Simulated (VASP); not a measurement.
Level of theory: PBE GGA, VASP's PBE PAW potentials (set 64) (plane waves; VASP).

A VASP calculation is set up with these files.

POSCAR:
```
Os
17.3713060
  0.1553998300   0.0000000000   0.0000000000
 -0.0776999150   0.1345802095   0.0000000000
  0.0000000000   0.0000000000   0.5000000000
Os
4
Cartesian
  0.0000000000   0.0000000000   0.0000000000
  0.0000000000   0.0000000000   0.2500000000
 -0.0000000777   0.0897201845   0.1250000000
  0.0776999927   0.0448600250   0.3750000000
```

### INCAR
```
ALGO = Normal
EDIFF = 1E-6
ENCUT = 300
GGA = PE
ISIF = 2
ISMEAR = 0
LASPH = .TRUE.
LCHARG = .FALSE.
LMAXMIX = 6
LREAL = .FALSE.
LWAVE = .FALSE.
NELM = 100
PREC = Accurate
SIGMA = 0.1
SYSTEM = Os
```

File KPOINTS:
```
Automatic mesh
0
Gamma
9 9 3
0 0 0
```

POTCAR, in this order: Os (PBE.64 set). Program: vasp_std.

Output of the run:

File OSZICAR:
```
       N       E                     dE             d eps       ncg     rms          rms(c)
DAV:   1     0.124409113119E+03    0.12441E+03   -0.11154E+04  1056   0.967E+02
DAV:   2    -0.343706576068E+02   -0.15878E+03   -0.14787E+03  1064   0.378E+02
DAV:   3    -0.466724049891E+02   -0.12302E+02   -0.11718E+02  1456   0.718E+01
DAV:   4    -0.471345886520E+02   -0.46218E+00   -0.45302E+00  1348   0.129E+01
DAV:   5    -0.471643866092E+02   -0.29798E-01   -0.29101E-01  1236   0.180E+00    0.377E+01
DAV:   6    -0.450946963425E+02    0.20697E+01   -0.24534E+00  1148   0.106E+01    0.183E+01
DAV:   7    -0.444379493205E+02    0.65675E+00   -0.21238E+00  1224   0.959E+00    0.814E-01
DAV:   8    -0.444302136015E+02    0.77357E-02   -0.53957E-02  1440   0.188E+00    0.434E-01
DAV:   9    -0.444222659527E+02    0.79476E-02   -0.10041E-02  1240   0.923E-01    0.218E-01
DAV:  10    -0.444222599318E+02    0.60210E-05   -0.10106E-03  1504   0.232E-01    0.421E-02
DAV:  11    -0.444222137395E+02    0.46192E-04   -0.14393E-04  1480   0.107E-01    0.349E-02
DAV:  12    -0.444221885296E+02    0.25210E-04   -0.12655E-05  1156   0.403E-02    0.189E-02
DAV:  13    -0.444221837296E+02    0.48000E-05   -0.15115E-06   676   0.111E-02    0.595E-03
DAV:  14    -0.444221838965E+02   -0.16694E-06   -0.38854E-07   588   0.551E-03
   1 F= -.44422184E+02 E0= -.44412302E+02  d E =-.197643E-01
```

File OUTCAR:
```
------------------------ aborting loop because EDIFF is reached ----------------------------------------
  FORCE on cell =-STRESS in cart. coord.  units (eV):
  Direction    XX          YY          ZZ          XY          YZ          ZX
  --------------------------------------------------------------------------------------
  Total        6.1902306      6.1902314      6.0818902      0.0000000     -0.0000000      0.0000000
  in kB      180.9331957    180.9332197    177.7665334      0.0000000     -0.0000000      0.0000000
  external PRESSURE =     179.8776496 kB  Pullay stress =       0.0000000 kB
  volume of cell :       54.81
      direct lattice vectors                 reciprocal lattice vectors
     2.699498000  0.000000000  0.000000000     0.370439245  0.213873183  0.000000000
    -1.349749000  2.337834000  0.000000000     0.000000000  0.427746367  0.000000000
     0.000000000  0.000000000  8.685653000     0.000000000  0.000000000  0.115132391
 POSITION                                       TOTAL-FORCE (eV/Angst)
 -----------------------------------------------------------------------------------
      0.00000      0.00000      0.00000        -0.000000      0.000000      0.000000
      0.00000      0.00000      4.34283        -0.000000      0.000000      0.000000
     -0.00000      1.55856      2.17141        -0.000000      0.000000     -0.000000
      1.34975      0.77928      6.51424         0.000000     -0.000000      0.000000
 -----------------------------------------------------------------------------------
    total drift:                                0.000000     -0.000000      0.000000
  FREE ENERGIE OF THE ION-ELECTRON SYSTEM (eV)
  ---------------------------------------------------
  free  energy   TOTEN  =       -44.4221838965 eV

  energy  without entropy=      -44.4024196148  energy(sigma->0) =      -44.41230176
```
(Selected blocks of OUTCAR.)

### OUTCAR
```
 val. band max:        9.7974049343   @ k =   0.0000   0.0000   0.0000

 cond. band min:       9.8180377496   @ k =   0.3333   0.1111   0.3333


 Fermi energy:         9.7982279026

 k-point     1 :       0.0000    0.0000    0.0000
  band No.  band energies     occupation
      1      -1.3526      2.00000
      2       1.0350      2.00000
      3       1.0481      2.00000
      4       1.7767      2.00000
      5       5.9768      2.00000
      6       6.0055      2.00000
      7       6.3490      2.00000
      8       6.3490      2.00000
      9       6.4145      2.00000
     10       6.4145      2.00000
     11       6.7142      2.00000
     12       7.0348      2.00000
     13       7.0348      2.00000
     14       7.1981      2.00000
     15       7.1981      2.00000
     16       8.9007      2.00000
     17       8.9007      2.00000
     18       9.6059      1.99347
     19       9.7974      1.00930
     20       9.7974      1.00929

 k-point     2 :       0.1111   -0.0000    0.0000
  band No.  band energies     occupation
      1      -0.8416      2.00000
      2       1.5036      2.00000
      3       1.5184      2.00000
      4       2.2431      2.00000
      5       5.3290      2.00000
      6       5.6413      2.00000
      7       6.0124      2.00000
      8       6.0127      2.00000
      9       6.3460      2.00000
     10       6.7272      2.00000
     11       6.7467      2.00000
     12       7.2397      2.00000
     13       7.4551      2.00000
     14       7.4817      2.00000
     15       7.6055      2.00000
     16       7.8439      2.00000
     17       8.4450      2.00000
     18       8.7358      2.00000
     19      10.0112      0.00260
     20      10.4174      0.00000

 k-point     3 :       0.2222   -0.0000    0.0000
  band No.  band energies     occupation
      1       0.4872      2.00000
      2       2.3821      2.00000
      3       2.4094      2.00000
      4       3.1849      2.00000
      5       4.5767      2.00000
...
```

At this cut-off the stress carries a Pulay error, which pulls relaxed volumes low. Unless said otherwise, spin-orbit coupling is left out, though it shifts the bands of the heavy elements here.

The structure was generated: Os was put into an ordered model structure, which need not be its known phase. The cell was not relaxed at this level, and its volume differs by -5.9 % from the start's. VASP warned that the highest band is occupied, so more bands are needed.
